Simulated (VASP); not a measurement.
Energy against volume of MnF2 (rutile). All values below come from rev-vdW-DF2, VASP's PBE PAW potentials (set 64) (plane waves; VASP). Numerical set-up: 520 eV cut-off, 5×5×7 Γ-centred mesh, Gaussian smearing of 0.050 eV, potentials Mn_pv F.

Shape and ions are relaxed at each volume.

| V (Å³/atom) | E (eV/atom) |
|---|---|
| 12.289 | -4.47220 |
| 12.681 | -4.48498 |
| 13.074 | -4.48970 |
| 13.466 | -4.48762 |

Fit these four points and predict the energy of the run at 13.858 Å³/atom.

A cubic in V^(−2/3), the third-order Birch-Murnaghan form, passes through the four points with V0 = 13.14 Å³/atom and B0 = 90 GPa, and gives -4.4798 eV/atom there. The run gave -4.4798 eV/atom, +0.0 meV/atom from the fit; all five points give B0 = 90 GPa.

The compound is MnF2 in the rutile structure. It was relaxed first.
